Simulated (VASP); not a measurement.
# SbAs3 (Cmmm) in VASP: reference runs

How does SbAs3 come out in PBE? The cell is run as given.

Program: VASP 6.6.1. These are calculated values, not measurements. Logs are shortened: lines on timing, memory, paths and dates and some standing lists are left out, and cuts for length are marked.

## 1. The structure

It takes space group Cmmm (No. 65, orthorhombic). The conventional cell has a = 3.596 Å, b = 5.114 Å, c = 10.225 Å, α = 90.00°, β = 90.00°, γ = 90.00°. Around Sb (site symmetry mmm) lie 4 As at 3.12 Å and 4 Sb at 3.13 Å. As (site symmetry mm2) is surrounded by 2 Sb at 3.12 Å and 6 As at 3.13 Å. As (site symmetry mmm) is surrounded by 8 As at 3.13 Å.

The cell was built by a generator and needn't be a form met in nature.

## 2. Single point, PBE

Input file INCAR:

```
SYSTEM = SbAs3
  PREC = Accurate
  ENCUT = 520
  EDIFF = 1E-7
  ISMEAR = -1
  SIGMA = 0.05
  LREAL = .False.
  LASPH = .True.
  NELM = 60
  ALGO = Normal
  ISIF = 2
  LWAVE = .False.
  LCHARG = .True.
  GGA = PE
  LELF = .True.
  LVHAR = .True.
  NBANDS = 18
```

Input file KPOINTS:

```
Automatic mesh
0
Gamma
  9 9 3
  0 0 0
```

Input file POSCAR:

```
SbAs3
1.0
    1.7977990200     -2.5568802800      0.0000000000
    1.7977990200      2.5568802800      0.0000000000
    0.0000000000      0.0000000000     10.2254696800
Sb As
1 3
Direct
    0.0000000000      0.0000000000      0.0000000000
    0.5000000000      0.5000000000      0.7507200200
    0.0000000000      0.0000000000      0.5000000000
    0.5000000000      0.5000000000      0.2492799800
```

Potentials or basis: VASP PAW PBE potentials, release 64 (Sb, As).

Launch:

```bash
$ cat potpaw_PBE.64/Sb/POTCAR potpaw_PBE.64/As/POTCAR > POTCAR
$ mpirun -np 1 vasp_std > vasp.out
```

OUTCAR:

```text
SYSTEM = SbAs3
   PREC = Accurate
   ENCUT = 520
   EDIFF = 1E-7
   ISMEAR = -1
   LREAL = .False.
   LASPH = .True.
   NELM = 60
   ISIF = 2
   GGA = PE

 ion  position               nearest neighbor table
   1  0.000  0.000  0.000-   2 3.12   4 3.12   2 3.12   4 3.12
   2  0.500  0.500  0.751-   1 3.12   1 3.12
   3  0.000  0.000  0.500-
   4  0.500  0.500  0.249-   1 3.12   1 3.12

  LATTYP: Found a base centered orthorhombic cell.
 ALAT       =     3.5955980400
 B/A-ratio  =     1.4222280976
 C/A-ratio  =     2.8438856530

  Lattice vectors:

 A1 = (   1.7977990200,  -2.5568802800,   0.0000000000)
 A2 = (   1.7977990200,   2.5568802800,   0.0000000000)
 A3 = (   0.0000000000,   0.0000000000,  10.2254696800)

Analysis of symmetry for initial positions (statically):
=====================================================================
 Subroutine PRICEL returns:
 Original cell was already a primitive cell.

 Routine SETGRP: Setting up the symmetry group for a
 base centered orthorhombic supercell.

 Subroutine GETGRP returns: Found  8 space group operations
 (whereof  8 operations were pure point group operations)
 out of a pool of  8 trial point group operations.

The static configuration has the point symmetry D_2h.

Analysis of symmetry for dynamics (positions and initial velocities):
=====================================================================
 Subroutine PRICEL returns:
 Original cell was already a primitive cell.

 Routine SETGRP: Setting up the symmetry group for a
 base centered orthorhombic supercell.

 Subroutine GETGRP returns: Found  8 space group operations
 (whereof  8 operations were pure point group operations)
 out of a pool of  8 trial point group operations.

The dynamic configuration has the point symmetry D_2h.

 Subroutine INISYM returns: Found  8 space group operations
 (whereof  8 operations are pure point group operations),
 and found     1 'primitive' translations

----------------------------------------------------------------------------------------

                                     Primitive cell

  volume of cell :      94.0080

  direct lattice vectors                    reciprocal lattice vectors
     1.797799020 -2.556880280  0.000000000     0.278117851 -0.195550806  0.000000000
     1.797799020  2.556880280  0.000000000     0.278117851  0.195550806  0.000000000
     0.000000000  0.000000000 10.225469680     0.000000000  0.000000000  0.097795019

  length of vectors
     3.125654825  3.125654825 10.225469680     0.339984789  0.339984789  0.097795019

  position of ions in fractional coordinates (direct lattice)
     0.000000000  0.000000000  0.000000000
     0.500000000  0.500000000  0.750720020
     0.000000000  0.000000000  0.500000000
     0.500000000  0.500000000  0.249279980

  ion indices of the primitive-cell ions
   primitive index   ion index
                 1           1
                 2           2
                 3           3
                 4           4

----------------------------------------------------------------------------------------

 KPOINTS: Automatic mesh

Automatic generation of k-mesh.
 Grid dimensions read from file:
 generate k-points for:    9    9    3

 Generating k-lattice:

  Cartesian coordinates                     Fractional coordinates (reciprocal lattice)
     0.030901983 -0.021727867  0.000000000     0.111111111  0.000000000  0.000000000
     0.030901983  0.021727867  0.000000000     0.000000000  0.111111111  0.000000000
     0.000000000  0.000000000  0.032598340     0.000000000  0.000000000  0.333333333

  Length of vectors
     0.037776088  0.037776088  0.032598340

  Shift w.r.t. Gamma in fractional coordinates (k-lattice)
     0.000000000  0.000000000  0.000000000

 Subroutine IBZKPT returns following result:
 ===========================================

 Found     50 irreducible k-points:

 Following reciprocal coordinates:
            Coordinates               Weight
  0.000000  0.000000  0.000000      1.000000
  0.111111  0.000000  0.000000      4.000000
  0.222222  0.000000  0.000000      4.000000
  0.333333  0.000000  0.000000      4.000000
  0.444444  0.000000  0.000000      4.000000
  0.111111  0.111111  0.000000      2.000000
[... 16 lines left out ...]
 -0.333333  0.333333  0.000000      2.000000
  0.444444  0.444444  0.000000      2.000000
 [... further k-points ...]
   k-points           NKPTS =     50   k-points in BZ     NKDIM =     50   number of bands    NBANDS=     18
   number of dos      NEDOS =    301   number of ions     NIONS =      4
   total plane-waves  NPLWV =  46080
   dimension x,y,z NGX =    24 NGY =   24 NGZ =   80
   dimension x,y,z NGXF=    48 NGYF=   48 NGZF=  160
   ions per type =               1   3
   NGX,Y,Z   is equivalent  to a cutoff of  12.77, 12.77, 13.01 a.u.
   NGXF,Y,Z  is equivalent  to a cutoff of  25.53, 25.53, 26.01 a.u.
 SYSTEM =  SbAs3
   PREC   = accura    normal or accurate (medium, high low for compatibility)
   ISTART =      0    job   : 0-new  1-cont  2-samecut
   ICHARG =      2    charge: 1-file 2-atom 10-const
   ISPIN  =      1    spin polarized calculation?
   LNONCOLLINEAR =      F non collinear calculations
   LSORBIT =      F    spin-orbit coupling
   LASPH  =      T    aspherical Exc in radial PAW
   ENCUT  =  520.0 eV  38.22 Ry    6.18 a.u.   5.81  5.81 19.01*2*pi/ulx,y,z
   NELM   =     60;   NELMIN=  2; NELMDL= -5     # of ELM steps
   EDIFF  = 0.1E-06   stopping-criterion for ELM
   LREAL  =      F    real-space projection
   EDIFFG = 0.1E-05   stopping-criterion for IOM
   NSW    =      0    number of steps for IOM
   IBRION =     -1    ionic relax: 0-MD 1-quasi-New 2-CG
   NFREE  =      0    steps in history (QN), initial steepest desc. (CG)
   ISIF   =      2    stress and relaxation
   ISYM   =      2    0-nonsym 1-usesym 2-fastsym
   POTIM  = 0.5000    time-step for ionic-motion
   TEBEG  =    0.0;   TEEND  =   0.0 temperature during run
   PSTRESS=    0.0 pullay stress
   NELECT =      20.0000    total number of electrons
   NUPDOWN=      -1.0000    fix difference up-down
   EMIN   =  10.00;   EMAX   =-10.00  energy-range for DOS
   EFERMI =   0.00;   METHOD = LEGACY
   ISMEAR =    -1;   SIGMA  =   0.05  broadening in eV -4-tet -1-fermi 0-gaus
   EFERMI_NEDOS =   21; number of points for ismear=-14 and -15
   IALGO  =     38    algorithm
   IMIX   =      4    mixing-type and parameters
     AMIX     =   0.40;   BMIX     =  1.00
     AMIX_MAG =   1.60;   BMIX_MAG =  1.00
  volume/ion in A,a.u.               =      23.50       158.60
  Fermi-wavevector in a.u.,A,eV,Ry     =   0.977304  1.846838 12.995252  0.955124
  Thomas-Fermi vector in A             =   2.107991
   LORBIT       =      0    0 simple, 1 ext, 2 COOP (PROOUT), +10 PAW based schemes
   GGA     = PE    functional components
[... 5 lines left out ...]
 non-spin polarized calculation
  energy-cutoff  :      520.00
  volume of cell :       94.01
 maximum number of plane-waves:      2564
   NGX = 11   NGY = 11   NGZ = 39

 number of electron      19.9999998 magnetization

 Free energy of the ion-electron system (eV)
  ---------------------------------------------------
  ext. energy  EPLUGINS =         0.00000000
  ---------------------------------------------------
  free energy    TOTEN  =       -16.20490206 eV

  energy without entropy =      -16.19078943  energy(sigma->0) =      -16.19784575

 E-fermi :   5.7817     XC(G=0): -10.1104

 val. band max:        5.7716159661   @ k =   0.3333   0.2222   0.0000
 cond. band min:       5.8121337514   @ k =  -0.2222   0.2222   0.3333
 fundamental gap:      0.0405177854
 Fermi energy:         5.7816627376

 k-point     1 :       0.0000    0.0000    0.0000
  band No.  band energies     occupation
      1      -7.7424      2.00000
      2      -6.5493      2.00000
      3      -6.3633      2.00000
      4      -3.9639      2.00000
      5       0.3451      2.00000
      6       5.1469      1.99999
[... 10 lines left out ...]
     17      12.7782      0.00000
     18      13.7194      0.00000

 k-point     2 :       0.1111    0.0000    0.0000
  band No.  band energies     occupation
      1      -7.5467      2.00000
      2      -6.3729      2.00000
      3      -6.1747      2.00000
      4      -3.8255      2.00000
      5       0.5555      2.00000
      6       5.0237      2.00000
[... 10 lines left out ...]
     17      13.5874      0.00000
     18      14.6870      0.00000

 k-point     3 :       0.2222    0.0000    0.0000
  band No.  band energies     occupation
      1      -6.9694      2.00000
      2      -5.8630      2.00000
      3      -5.6246      2.00000
      4      -3.4646      2.00000
      5       1.1807      2.00000
      6       3.9276      2.00000
[... 10 lines left out ...]
     17      14.4514      0.00000
     18      14.5764      0.00000

 k-point     4 :       0.3333    0.0000    0.0000
  band No.  band energies     occupation
      1      -6.0515      2.00000
      2      -5.1060      2.00000
      3      -4.7963      2.00000
      4      -3.1275      2.00000
      5       1.9426      2.00000
      6       2.0178      2.00000
[... 375 lines left out ...]
      4      -1.6679      2.00000
      5       1.8313      2.00000
      6       2.6061      2.00000
[... 10 lines left out ...]
     17      10.9605      0.00000
     18      10.9726      0.00000

 k-point    23 :      -0.3333    0.3333    0.0000
  band No.  band energies     occupation
      1      -5.5544      2.00000
      2      -4.5653      2.00000
      3      -4.1943      2.00000
      4      -2.1185      2.00000
      5       2.5298      2.00000
      6       2.9871      2.00000
[... 10 lines left out ...]
     17      10.8371      0.00000
     18      11.7792      0.00000

 k-point    24 :       0.4444    0.4444    0.0000
  band No.  band energies     occupation
      1      -4.0422      2.00000
      2      -3.3383      2.00000
      3      -2.7831      2.00000
      4      -0.8871      2.00000
      5       0.3536      2.00000
      6       1.7406      2.00000
[... 10 lines left out ...]
     17       9.7270      0.00000
     18      10.4736      0.00000

 [... further k-points ...]

------------------------ aborting loop because EDIFF is reached ----------------------------------------

  FORCE on cell =-STRESS in cart. coord.  units (eV):
  Direction    XX          YY          ZZ          XY          YZ          ZX
  --------------------------------------------------------------------------------------
  -------------------------------------------------------------------------------------
  Total       -3.3420163     -3.9304214     -3.1007778     -0.0000000      0.0000000      0.0000000
  in kB      -56.9579503    -66.9861328    -52.8465241     -0.0000000      0.0000000      0.0000000
  external PRESSURE =     -58.9302024 kB  Pullay stress =       0.0000000 kB

 VOLUME and BASIS-vectors are now :
 -----------------------------------------------------------------------------
  energy-cutoff  :      520.00
  volume of cell :       94.01
      direct lattice vectors                 reciprocal lattice vectors
     1.797799020 -2.556880280  0.000000000     0.278117851 -0.195550806  0.000000000
     1.797799020  2.556880280  0.000000000     0.278117851  0.195550806  0.000000000
     0.000000000  0.000000000 10.225469680     0.000000000  0.000000000  0.097795019

 POSITION                                       TOTAL-FORCE (eV/Angst)
 -----------------------------------------------------------------------------------
      0.00000      0.00000      0.00000         0.000000     -0.000000      0.000000
      1.79780      0.00000      7.67646        -0.000000     -0.000000     -0.433522
      0.00000      0.00000      5.11273         0.000000      0.000000      0.000000
      1.79780      0.00000      2.54900         0.000000     -0.000000      0.433522
 -----------------------------------------------------------------------------------
    total drift:                               -0.000000     -0.000000      0.000000

  FREE ENERGIE OF THE ION-ELECTRON SYSTEM (eV)
  ---------------------------------------------------
  free  energy   TOTEN  =       -16.2049020627 eV

  energy  without entropy=      -16.1907894348  energy(sigma->0) =      -16.19784575
```

It took 75 s on 1 thread of Intel Xeon Platinum 8259CL at 2.50GHz (Skylake/Cascade Lake), shared host; peak memory 0.24 GiB.

Results:

```
Free energy            : -16.2049 eV
Pressure               : -5.9 GPa
Largest force          : 0.434 eV/Å
Band gap on the k mesh : none (metal or under the smearing width)
```

Forces in eV/Å, atoms in the order of the input:
```
Sb   0.000  0.000  0.000
As   0.000  0.000 -0.434
As   0.000  0.000  0.000
As   0.000  0.000  0.434
```

Stress tensor (GPa, compression positive):
```
-5.70  0.00  0.00
 0.00 -6.70  0.00
 0.00  0.00 -5.28
```
